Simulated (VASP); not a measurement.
Take ZnS (zinc blende), against free atoms with fixed spin and no zero-point term, in VASP with PAW potentials, and its cohesive energy.

Task: One run gives 3.28 eV/atom. Which level is it?
A. PBE
B. revTPSS
C. PBEsol
D. LDA

Result: C, PBEsol.  The others give 2.98 (revTPSS), 3.75 (LDA), 2.88 (PBE).

Only levels that ran to the end are used. Left out are those held back, those with too coarse a band path, GW runs whose mesh misses a band edge, hybrids' fits of cells that aren't cubic and levels without matching references; a question may draw on a part of the rest.
